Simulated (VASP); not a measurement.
The system is Sc2Ta.

```
Sc Ta
1.0
    -1.72500    1.72500    5.17500
     1.72500   -1.72500    5.17500
     1.72500    1.72500   -5.17500
Sc Ta
2 1
Cartesian
  0.0000 0.0000 3.4500
  0.0000 0.0000 6.9000
  0.0000 0.0000 0.0000
```

The cell was built by a generator and needn't be a form met in nature.

| Quantity | Value |
| --- | --- |
| Program | VASP 6.6.1 |
| Task | relaxation of cell and atoms |
| Functional | PBE |
| Potentials or basis | VASP PAW PBE potentials, release 64 (Sc_sv, Ta_pv) |
| Cutoff | 520 eV |
| k mesh | 8 × 8 × 8 |
| Occupations | gaussian, width 0.15 eV |
| Spin | no spin polarisation |

At the start: pressure 3.6 GPa; volume 20.53 Å³/atom.

**Question.** How do energy, volume and symmetry change on relaxing?

**Answer.** Over 5 steps the energy falls by 66.6 meV/atom and the volume is 21.66 Å³/atom (+5.5 %); space group I4/mmm (No. 139, to 0.05 Å).

Step by step:
| step | energy change (eV) | largest force (eV/Å) | pressure (GPa) | volume (Å³) |
| --- | --- | --- | --- | --- |
| 1 | 0.0000 | 1.0678 | 3.57 | 61.60 |
| 2 | -0.1248 | 0.7515 | -1.73 | 65.76 |
| 3 | -0.1294 | 0.6588 | -2.68 | 66.69 |
| 4 | -0.1978 | 0.1354 | -0.26 | 65.21 |
| 5 | -0.1997 | 0.0337 | 0.12 | 64.98 |

Final structure:
```cif
data_structure
_symmetry_space_group_name_H-M 'P 1'
_symmetry_Int_Tables_number 1
_cell_length_a 5.7090
_cell_length_b 5.7090
_cell_length_c 5.7090
_cell_angle_alpha 143.654
_cell_angle_beta 143.654
_cell_angle_gamma 52.346
_cell_volume 64.98
loop_
_atom_site_label
_atom_site_type_symbol
_atom_site_fract_x
_atom_site_fract_y
_atom_site_fract_z
_atom_site_occupancy
Sc1 Sc 0.34597 0.34597 0.00000 1
Sc2 Sc 0.65403 0.65403 0.00000 1
Ta1 Ta 0.00000 0.00000 0.00000 1
```
